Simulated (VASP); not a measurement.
The input files of a VASP run:

### INCAR
```
SYSTEM = WC
PREC = Accurate
ENCUT = 520
EDIFF = 1E-6
NELM = 100
ALGO = Normal
LREAL = .FALSE.
LASPH = .TRUE.
ISMEAR = 1
SIGMA = 0.1
GGA = PE
LMAXMIX = 6
LWAVE = .FALSE.
LCHARG = .FALSE.
ISIF = 2
ISPIN = 2
MAGMOM = 1.0 1.0 1.0 1.0
```

### POSCAR
```
WC
1
    1.4841000000    -2.5705370000     0.0000000000
    1.4841000000     2.5705370000     0.0000000000
    0.0000000000     0.0000000000     2.8968000000
W C
1 1
Direct
  0.0000000000   0.0000000000   0.0000000000
  0.3333330000   0.6666670000   0.5000000000
```

KPOINTS:
```
Automatic mesh
0
Gamma
11 11 10
0 0 0
```

POTCAR, in this order: W_sv C (PBE.64 set). Program: vasp_std.

One choice in this input is risky. Which, and does it do harm here?

The risk: MAGMOM holds more values than there are atoms. Here it does no harm: the run (PBE GGA, plane waves, VASP's PBE PAW potentials (set 64)) converges to the same energy and pressure as with the safe setting.
OSZICAR:
```
       N       E                     dE             d eps       ncg     rms          rms(c)
DAV:   1     0.111935721439E+03    0.11194E+03   -0.95950E+03  5392   0.142E+03
DAV:   2    -0.212475518054E+02   -0.13318E+03   -0.12948E+03  6384   0.364E+02
DAV:   3    -0.249566720808E+02   -0.37091E+01   -0.36774E+01  6138   0.571E+01
DAV:   4    -0.249860916933E+02   -0.29420E-01   -0.29416E-01  6072   0.561E+00
DAV:   5    -0.249863117792E+02   -0.22009E-03   -0.22008E-03  6114   0.504E-01    0.292E+01
DAV:   6    -0.224795817691E+02    0.25067E+01   -0.79686E+00  6294   0.295E+01    0.719E+00
DAV:   7    -0.224283244143E+02    0.51257E-01   -0.47746E-01  5664   0.593E+00    0.545E+00
DAV:   8    -0.224024677366E+02    0.25857E-01   -0.83300E-02  6078   0.257E+00    0.162E+00
DAV:   9    -0.223992514819E+02    0.32163E-02   -0.27476E-03  5784   0.537E-01    0.410E-01
DAV:  10    -0.223991162482E+02    0.13523E-03   -0.76893E-04  6192   0.228E-01    0.122E-01
DAV:  11    -0.223990863482E+02    0.29900E-04   -0.16810E-04  6078   0.161E-01    0.588E-02
DAV:  12    -0.223990959553E+02   -0.96072E-05   -0.19376E-05  6030   0.507E-02    0.141E-02
DAV:  13    -0.223990957651E+02    0.19022E-06   -0.13350E-06  3378   0.134E-02
   1 F= -.22399096E+02 E0= -.22399189E+02  d E =0.279563E-03  mag=     0.0000
```

The compound is WC in the wc structure. The cell was not relaxed at this level.
